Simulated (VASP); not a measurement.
Runs of VASP 6.6.1 on CuRu4. It takes space group Im-3m (No. 229, cubic). The conventional cell has a = 5.112 Å, b = 5.112 Å, c = 5.112 Å, α = 90.00°, β = 90.00°, γ = 90.00°. Around Cu (site symmetry m-3m) lie 8 Ru at 2.21 Å. Around Ru (site symmetry -3m) lie 2 Cu at 2.21 Å. The cell was built by a generator and needn't be a form met in nature.

| task | level | potentials or basis | spin | cell | k mesh | cutoff (eV) | smearing | atoms held fixed (from 0) | other keys | gap on the mesh (eV) | pressure (GPa) | relaxed volume (Å³/atom) |
| --- | --- | --- | --- | --- | --- | --- | --- | --- | --- | --- | --- | --- |
| relaxation of cell and atoms | PBE | VASP PAW PBE potentials, release 64 (Cu, Ru_pv) | off | relaxed | 7 × 7 × 7 | 600 | methfessel-paxton 0.2 eV | - | - | none | 0.0 | (a) |
| relaxation of the atoms | LDA | VASP PAW LDA potentials, release 64 (Cu, Ru_pv) | SOC, no magnetisation | atoms relaxed | 5 × 5 × 5 | 450 | fermi-dirac 0.1 eV | [0] | ALGO = Fast; IBRION = 1; POTIM = 0.2; ENCUT = 450 | - | 40.2 | - |
| relaxation of cell and atoms | RPBE | VASP PAW PBE potentials, release 64 (Cu, Ru_pv) | off | relaxed | 7 × 7 × 7 | 600 | methfessel-paxton 0.2 eV | - | - | none | 0.0 | 16.48 |
| single point | PBE | VASP PAW PBE potentials, release 64 (Cu, Ru_pv) | off | as given | 7 × 7 × 7 | 520 | fermi-dirac 0.05 eV | - | - | none | 55.9 | - |

**Question.** Estimate the missing entries.

**Answer.** (a) 16.15.

Caveats: the volume moved by over 15 % at a fixed basis, so the end points are rough (some runs); a pressure of tens of GPa on the cell as given is suspect, and the run, the potentials or the cell itself is likely at fault (some runs); the relaxation stopped at its first step, so nothing moved (some runs); the PAW data sets were made with another functional, which shifts forces and pressure a little (some runs).

A k mesh can miss the band edges, and rows without SOC leave out spin-orbit coupling on Ru.

A gap of «none» marks a metal or a gap under the smearing width.
